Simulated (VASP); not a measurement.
The input files of a VASP run:

INCAR:
```
SYSTEM = BaIrO3
PREC = Accurate
ENCUT = 400
EDIFF = 1E-6
NELM = 100
ALGO = Normal
LREAL = .FALSE.
LASPH = .TRUE.
ISMEAR = 0
SIGMA = 0.272
LMAXMIX = 6
LWAVE = .FALSE.
LCHARG = .FALSE.
ISIF = 2
```

POSCAR:
```
BaIrO3
1
    4.1009000000     0.0000000000     0.0000000000
    0.0000000000     4.1009000000     0.0000000000
    0.0000000000     0.0000000000     4.1009000000
Ir Ba O
1 1 3
Direct
  0.0000000000   0.0000000000   0.0000000000
  0.5000000000   0.5000000000   0.5000000000
  0.5000000000   0.0000000000   0.0000000000
  0.0000000000   0.5000000000   0.0000000000
  0.0000000000   0.0000000000   0.5000000000
```

### KPOINTS
```
Automatic mesh
0
gamma
  7 7 7
```

POTCAR, in this order: Ir Ba_sv O (LDA.64 set). Program: vasp_std.

Translate this LDA calculation to Quantum ESPRESSO's pw.x.

One equivalent input (not run):
```
&CONTROL
  calculation = 'scf'
  pseudo_dir = './pseudo'
  outdir = './out'
  tprnfor = .true.
  tstress = .true.
/
&SYSTEM
  ibrav = 0
  nat = 5
  ntyp = 3
  ecutwfc = 84
  occupations = 'smearing'
  smearing = 'gaussian'
  degauss = 0.01999
  input_dft = 'pz'
/
&ELECTRONS
  conv_thr = 7.3e-08
  electron_maxstep = 100
/
ATOMIC_SPECIES
  Ir 192.217 Ir.upf
  Ba 137.327 Ba.upf
  O 15.999 O.upf
CELL_PARAMETERS angstrom
     4.1009000    0.0000000    0.0000000
     0.0000000    4.1009000    0.0000000
     0.0000000    0.0000000    4.1009000
ATOMIC_POSITIONS crystal
  Ir   0.0000000  0.0000000  0.0000000
  Ba   0.5000000  0.5000000  0.5000000
  O    0.5000000  0.0000000  0.0000000
  O    0.0000000  0.5000000  0.0000000
  O    0.0000000  0.0000000  0.5000000
K_POINTS automatic
  7 7 7 0 0 0
```
What does not carry over: the potentials are each code's own (VASP's PAW set, PseudoDojo norm-conserving files in pw.x), so ENCUT and ecutwfc are chosen apart and not converted; conv_thr bounds pw.x's estimated SCF error, while EDIFF bounds the energy change between steps.

The structure comes from a measured BaIrO3 entry of the Crystallography Open Database, whose conditions weren't checked. The cell was not relaxed at this level. The run is one of a series of settings (GGA removed, POTCAR Ir Ba_sv O (LDA.64 set) against the base run), some of them coarse on purpose.
